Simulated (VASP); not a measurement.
Input:

```
CELL_PARAMETERS angstrom
      4.51680     0.00000     0.00000
      0.00000     4.51680     0.00000
      0.00000     0.00000     4.51680
ATOMIC_POSITIONS crystal
  Cs 0.00000 0.00000 0.00000
  I  0.50000 0.50000 0.50000
```

Method: PBEsol GGA, VASP's PBE PAW potentials (set 64) (plane waves; VASP). Numerical set-up: 520 eV cut-off, 6×6×6 Γ-centred mesh, Gaussian smearing of 0.050 eV, potentials Cs_sv I.

Unless said otherwise, spin-orbit coupling is left out, though it shifts the bands of the heavy elements here.

Q: Estimate the energy per atom (σ→0), band gap (on the k-mesh) with the smallest direct gap where there is one.

A: 
```
Item                                          Value
-----------------------------------  --------------
band gap (on the k-mesh)                    3.81 eV
smallest direct gap (on the k-mesh)         3.89 eV
energy per atom (σ→0)                -2.887 eV/atom
```

The absolute energy has meaning only against runs of the same code, potentials and settings.

The compound is CsI in the CsCl type structure. It was relaxed first.
